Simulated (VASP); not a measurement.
Consider the following.

```xyz
3
Lattice="0.0000 2.9591 2.9591 2.9591 0.0000 2.9591 2.9591 2.9591 0.0000" Properties=species:S:1:pos:R:3 pbc="T T T"
Pb     0.0000     0.0000     0.0000
F      1.4796     1.4796     1.4796
F      4.4387     4.4387     4.4387
```

Calculation: r2SCAN meta-GGA, VASP's PBE PAW potentials (set 64) (plane waves; VASP). Run with 520 eV cut-off, 7×7×7 Γ-centred mesh, tetrahedra with Blöchl corrections, potentials Pb_d F.

Unless said otherwise, spin-orbit coupling is left out, though it shifts the bands of the heavy elements here.

Task: Give the energies of bands 8 to 17 at the high-symmetry points, in eV from the valence-band maximum.

Result: 
| band | Γ | X | U | L | W |
|---|---|---|---|---|---|
| 8 | -4.54 | -6.50 | -6.42 | -5.96 | -6.45 |
| 9 | -2.68 | -3.74 | -3.67 | -3.20 | -3.91 |
| 10 | -2.68 | -3.74 | -3.50 | -2.86 | -2.86 |
| 11 | -2.68 | -1.75 | -2.25 | -2.86 | -2.86 |
| 12 | -2.17 | -1.75 | -1.91 | -2.35 | -1.82 |
| 13 | -2.17 | -1.75 | -1.76 | -2.35 | -1.69 |
| 14 | -2.17 | -0.14 | -0.04 | -0.06 | 0.00 |
| 15 | 7.30 | 4.93 | 5.83 | 5.38 | 6.59 |
| 16 | 7.30 | 8.47 | 7.11 | 8.25 | 6.59 |
| 17 | 7.30 | 8.47 | 8.47 | 8.25 | 7.88 |

The gap is indirect, 4.93 eV, from the valence maximum at W to the conduction minimum at X.

The compound is PbF2 in the fluorite structure, the β form. It was relaxed first.
